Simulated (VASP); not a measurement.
Data:

```xyz
4
Lattice="3.8031 0.0000 0.0000 0.0000 3.8031 0.0000 0.0000 0.0000 4.8379" Properties=species:S:1:pos:R:3 pbc="T T T"
Sn     1.9015     0.0000     3.6827
Sn     0.0000     1.9015     1.1552
O      1.9015     1.9015     0.0000
O      0.0000     0.0000     0.0000
```

The numbers are results of SCAN meta-GGA, VASP's PBE PAW potentials (set 64) (plane waves; VASP), not measurements. Numerical set-up: 520 eV cut-off, 5×5×4 Γ-centred mesh, Gaussian smearing of 0.050 eV, potentials Sn_d O.

Problem. Predict the energy per atom (σ→0).

Solution. 
```json
{
 "energy per atom (σ→0)": "-22.390 eV/atom"
}
```

The absolute energy has meaning only against runs of the same code, potentials and settings.

The compound is SnO in the litharge structure. It was relaxed first. The start is the result of an earlier pass.
